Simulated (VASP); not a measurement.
Input for VASP

INCAR:
```
ALGO  =  Normal
EDIFF  =  1E-6
ENCUT  =  700
GGA  =  PE
ISIF  =  2
ISMEAR  =  0
LASPH  =  T
LCHARG  =  F
LMAXMIX  =  4
LREAL  =  F
LWAVE  =  F
NELM  =  100
PREC  =  Accurate
SIGMA  =  0.05
SYSTEM  =  SnS2
```

POSCAR:
```
SnS2
1
    1.8250000000    -3.1609930000     0.0000000000
    1.8250000000     3.1609930000     0.0000000000
    0.0000000000     0.0000000000     5.9000000000
Sn S
1 2
Direct
  0.0000000000   0.0000000000   0.0000000000
  0.3333330000   0.6666670000   0.2500000000
  0.6666670000   0.3333330000   0.7500000000
```

### KPOINTS
```
kpoints
0
G
  8 8 4
0 0 0
```

POTCAR, in this order: Sn_d S (PBE.64 set). Program: vasp_std.

Task: Translate this PBE calculation to Ansatz.

Result: One equivalent input (not run):
Ansatz 0.2 input:
```yaml
crystal:
  lattice:
    - [1.8250000, -3.1609930, 0.0000000]
    - [1.8250000, 3.1609930, 0.0000000]
    - [0.0000000, 0.0000000, 5.9000000]
  atoms:
    - { symbol: Sn, position: [0.0000000, 0.0000000, 0.0000000] }
    - { symbol: S, position: [0.3333330, 0.6666670, 0.2500000] }
    - { symbol: S, position: [0.6666670, 0.3333330, 0.7500000] }
kpoints:
  mp_grid: { grid: [8, 8, 4] }
hamiltonian:
  xc: pbe
  pseudopotentials: { kind: paw }
scf:
  occupations: { method: gaussian, width: 0.05 }
  max_iter: 100
output: { forces: true, stress: true, eigenvalues: true }
```
What does not carry over: each code has its own PAW files, so the cut-off isn't converted (ENCUT is set for VASP's; basis.ecutwfc is left out, and Ansatz then takes the one that its files recommend); Ansatz stops its SCF on the density residual and VASP on the energy change (EDIFF).

The compound is SnS2 in the 1T layered structure. The cell was not relaxed at this level. The run is one of a series of settings (ENCUT = 700 against the base run), some of them coarse on purpose.
